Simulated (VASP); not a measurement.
Data:

```xyz
5
Lattice="3.9621 0.0000 0.0000 0.0000 3.9621 0.0000 0.0000 0.0000 3.9621" Properties=species:S:1:pos:R:3 pbc="T T T"
K      0.0000     0.0000     0.0000
Mg     1.9810     1.9810     1.9810
F      1.9810     0.0000     1.9810
F      0.0000     1.9810     1.9810
F      1.9810     1.9810     0.0000
```

Method: SCAN meta-GGA, VASP's PBE PAW potentials (set 64) (plane waves; VASP 6.6.1). Run with 520 eV cut-off, 6×6×6 Γ-centred mesh, Gaussian smearing of 0.050 eV, potentials K_sv Mg F.

### Question
Give the energy at these volumes per atom, relative to the lowest: 11.67, 12.04, 12.42, 12.79, 13.16 Å³.

### Answer
13.6, 3.4, 0.0, 2.4, 9.7 meV/atom. A third-order Birch-Murnaghan fit gives B0 = 82.2 GPa and B0′ = 4.5.

The compound is KMgF3 in the cubic perovskite structure. It was relaxed first.
